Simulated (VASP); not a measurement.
# Te2Mo: relaxation of the atoms with optB88-vdW

The system is Te2Mo.

```
Te Mo
1.0
     3.51820    0.00000    0.00000
    -1.75910    3.04685    0.00000
     0.00000    0.00000   13.51247
Te Mo
4 2
Cartesian
  0.0000 2.0312 8.3318
  1.7591 1.0156 1.5755
  0.0000 2.0312 11.9369
  1.7591 1.0156 5.1807
  0.0000 2.0312 3.3781
  1.7591 1.0156 10.1344
```

| Item | Value |
| --- | --- |
| Program | VASP 6.6.1 |
| Task | relaxation of the atoms |
| Functional | optB88-vdW |
| Potentials or basis | VASP PAW PBE potentials, release 64 (Te, Mo_sv) |
| Cutoff | 520 eV |
| k mesh | 10 × 10 × 3 |
| Occupations | gaussian, width 0.05 eV |
| Spin | no spin polarisation |
| Further INCAR settings | ALGO = Normal; EDIFF = 1e-06; IBRION = 2; EDIFFG = -0.005; NSW = 60 |

* Energy gained by relaxing: 0.9 meV/atom
* Ionic steps: 3
* Pressure after relaxing: 3.9 GPa
* Band gap on the k mesh: 0.48 eV, indirect (least direct gap 1.11 eV)

Stress tensor (GPa, compression positive):
```
3.64 0.00 0.00
0.00 3.64 0.00
0.00 0.00 4.31
```

Step by step:
```tsv
step	energy change (eV)	largest force (eV/Å)	pressure (GPa)
1	0.0000	0.2075	4.61
2	-0.0052	0.0522	4.05
3	-0.0055	0.0019	3.86
```

Final structure:
```cif
data_structure
_symmetry_space_group_name_H-M 'P 1'
_symmetry_Int_Tables_number 1
_cell_length_a 3.5182
_cell_length_b 3.5182
_cell_length_c 13.5125
_cell_angle_alpha 90.000
_cell_angle_beta 90.000
_cell_angle_gamma 120.000
_cell_volume 144.85
loop_
_atom_site_label
_atom_site_type_symbol
_atom_site_fract_x
_atom_site_fract_y
_atom_site_fract_z
_atom_site_occupancy
Te1 Te 0.33333 0.66667 0.61559 1
Te2 Te 0.66667 0.33333 0.11559 1
Te3 Te 0.33333 0.66667 0.88441 1
Te4 Te 0.66667 0.33333 0.38441 1
Mo1 Mo 0.33333 0.66667 0.25000 1
Mo2 Mo 0.66667 0.33333 0.75000 1
```

Levels at points of the mesh, in eV from the valence-band top:
| k point | band 22 | band 23 | band 24 | band 25 | band 26 | band 27 | band 28 | band 29 | band 30 | band 31 |
| --- | --- | --- | --- | --- | --- | --- | --- | --- | --- | --- |
| (0.00, 0.00, 0.00) | -1.21 | -1.14 | -1.14 | -0.06 | -0.02 | 2.62 | 2.62 | 2.78 | 2.78 | 2.83 |
| (0.50, 0.00, 0.00) | -1.94 | -1.17 | -1.08 | -0.87 | -0.40 | 1.07 | 1.15 | 1.25 | 1.64 | 2.39 |

Run time: 7.2 min on 2 MPI ranks on Intel(R) Xeon(R) Platinum 8259CL CPU @ 2.50GHz (Skylake/Cascade Lake), with other jobs on the host, peak memory 0.71 GiB a rank.

The gap isn't set beside the measured one, since this odd mesh misses points on the zone boundary.

Caveat: the PAW data sets were made with another functional, which shifts forces and pressure a little; spin-orbit coupling is left out, which moves the levels of the heavy elements; an odd mesh through Γ misses points on the zone boundary, where band edges often lie.
